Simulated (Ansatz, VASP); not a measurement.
Given: the input of a run of Ansatz 0.2.0 on Sc3Te. The cell comes from a database or a generator and needn't be the stable form of this composition.

The input input.yaml:

```yaml
crystal:
  lattice:
    - [0.0, 3.5695, 3.5695]
    - [3.5695, 0.0, 3.5695]
    - [3.5695, 3.5695, 0.0]
  atoms:
    - { symbol: Sc, position: [0.25, 0.25, 0.25] }
    - { symbol: Sc, position: [0.75, 0.75, 0.75] }
    - { symbol: Sc, position: [0.5, 0.5, 0.5] }
    - { symbol: Te, position: [0.0, 0.0, 0.0] }
hamiltonian:
  xc: pbe
  pseudopotentials: { kind: paw }
  dispersion: d4
kpoints:
  mp_grid: { grid: [5, 5, 5] }
scf:
  occupations: { method: fermi_dirac, width: 0.05 }
output:
  forces: true
  stress: true
  eigenvalues: true
relax:
  f_tol: 0.01
  max_steps: 40
  cell: { stress_tol: 0.05 }
```

Potentials or basis: Ansatz PAW.

Launch:

```sh
$ ansatz run input.yaml --threads 2 --pin off --max-ram 5632MiB --backend cpu --events-out ev --progress --plain --runs-dir out
```

Problem. Set up the same calculation for VASP 6.6.1. Potentials or basis there: PBE PAW files Sc_sv, Te, 600 eV.

Solution. As run (cutoffs and basis follow the program's own potentials, and thresholds, step limits or extra output files can differ):

File INCAR:

```
PREC = Accurate
ENCUT = 600
EDIFF = 1E-7
ISMEAR = -1
SIGMA = 0.05
LREAL = F
LASPH = T
NELM = 100
ALGO = Normal
ISIF = 3
LWAVE = F
LCHARG = F
GGA = PE
IVDW = 13
IBRION = 2
NSW = 60
EDIFFG = -0.01
```

The input KPOINTS:

```
Automatic mesh
0
Gamma
  5 5 5
```

File POSCAR:

```
Sc3Te
1.0
    0.0000000000      3.5695000000      3.5695000000
    3.5695000000      0.0000000000      3.5695000000
    3.5695000000      3.5695000000      0.0000000000
Sc Te
3 1
Direct
    0.2500000000      0.2500000000      0.2500000000
    0.7500000000      0.7500000000      0.7500000000
    0.5000000000      0.5000000000      0.5000000000
    0.0000000000      0.0000000000      0.0000000000
```

Potentials or basis: VASP PAW PBE potentials, release 64 (Sc_sv, Te).

The run is started by

```bash
$ cat potpaw_PBE.64/Sc_sv/POTCAR potpaw_PBE.64/Te/POTCAR > POTCAR
$ mpirun -np 1 vasp_std > vasp.out
```

Both were run:

|  | Ansatz | VASP |
| --- | --- | --- |
| Relaxed volume | 21.71 Å³/atom | 21.75 Å³/atom |
| Relaxed cell | a = 4.971 Å, b = 4.971 Å, c = 4.971 Å, α = 60.00°, β = 60.00°, γ = 60.00° | a = 4.974 Å, b = 4.974 Å, c = 4.974 Å, α = 60.00°, β = 60.00°, γ = 60.00° |
| Space group after relaxing | Fm-3m (No. 225) | Fm-3m (No. 225) |
| Pressure after relaxing | 0.0 GPa | 0.0 GPa |

Ansatz's pressure holds a Pulay term of +0.03 GPa for its cutoff of 420 eV, which the other run lacks.

The potentials hold 49 and 39 valence electrons a cell.

Where Ansatz's input types no cutoff or centring, it takes its own default and a Γ-centred mesh.

Pressure is positive in compression.
